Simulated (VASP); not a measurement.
Input of a VASP 6.6.1 run:

Contents of INCAR:

```
SYSTEM = Al
PREC     = Accurate       ! precision mode
ENCUT    = 520            ! plane-wave cutoff, eV
EDIFF    = 1E-7           ! SCF threshold, eV
ISMEAR   = 0              ! smearing method
SIGMA    = 0.1            ! smearing width, eV
LREAL    = .FALSE.        ! projectors in reciprocal space
LASPH    = .TRUE.         ! aspherical terms in the spheres
NELM     = 60             ! most SCF steps
ALGO     = Normal         ! electronic algorithm
ISIF     = 2              ! what is computed and relaxed
LWAVE    = .FALSE.        ! write WAVECAR
LCHARG   = .FALSE.        ! write CHGCAR
GGA      = PE             ! functional
NBANDS   = 8              ! bands
```

KPOINTS

```
regular mesh
0
G
  18 18 18
  0 0 0
```

Contents of POSCAR:

```
Al
1.0
    0.0000000000      2.0248050000      2.0248050000
    2.0248050000      0.0000000000      2.0248050000
    2.0248050000      2.0248050000      0.0000000000
Al
1
Direct
    0.0000000000      0.0000000000      0.0000000000
```

Potentials or basis: VASP PAW PBE potentials, release 64 (Al).

Run with:

```console
$ cat potpaw_PBE.64/Al/POTCAR > POTCAR
$ mpirun -np 1 vasp_std > vasp.out
```

(1) Predict the band gap on the k mesh.

(2) Predict the pressure.

Results:

(1) none (metal or under the smearing width).

(2) -0.5 GPa.
